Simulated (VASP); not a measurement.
OSZICAR of a VASP run on CdTe (space group F-43m):

OSZICAR:
```
       N       E                     dE             d eps       ncg     rms          rms(c)
DAV:   1     0.699094562528E+02    0.69909E+02   -0.62815E+03   950   0.763E+02
DAV:   2    -0.258340567046E+01   -0.72493E+02   -0.70447E+02  1050   0.221E+02
DAV:   3    -0.496277341362E+01   -0.23794E+01   -0.23755E+01  1060   0.418E+01
DAV:   4    -0.498621031450E+01   -0.23437E-01   -0.23435E-01  1306   0.353E+00
DAV:   5    -0.498630342938E+01   -0.93115E-04   -0.93115E-04  1045   0.168E-01    0.618E+00
DAV:   6    -0.477353404392E+01    0.21277E+00   -0.43222E-01  1010   0.846E+00    0.492E+00
DAV:   7    -0.475608414878E+01    0.17450E-01   -0.12577E-01  1040   0.255E+00    0.176E+00
DAV:   8    -0.475645494656E+01   -0.37080E-03   -0.11374E-02   935   0.141E+00    0.527E-01
DAV:   9    -0.475672224970E+01   -0.26730E-03   -0.10212E-03  1053   0.366E-01    0.120E-01
DAV:  10    -0.475677545923E+01   -0.53210E-04   -0.11372E-04  1008   0.109E-01    0.519E-02
DAV:  11    -0.475681299632E+01   -0.37537E-04   -0.68855E-05   935   0.655E-02    0.283E-02
DAV:  12    -0.475681224758E+01    0.74874E-06   -0.24701E-06  1072   0.169E-02
   1 F= -.47568122E+01 E0= -.47568122E+01  d E =-.156581E-32
```

### Question
Which electronic solver shows in the log?

### Answer
It is blocked Davidson (ALGO = Normal, or the opening steps of other solvers). The INCAR had ALGO = Normal.

### Question
Can the final energy be trusted as converged?

### Answer
The run converged. It stopped with EDIFF = 1E-6, NELM = 100 (PBE GGA, plane waves, VASP's PBE PAW potentials (set 64)).

The structure comes from a computed database's CdTe entry; how it stands against other phases isn't given here. The cell was not relaxed at this level, and its volume differs by -5.9 % from the start's.
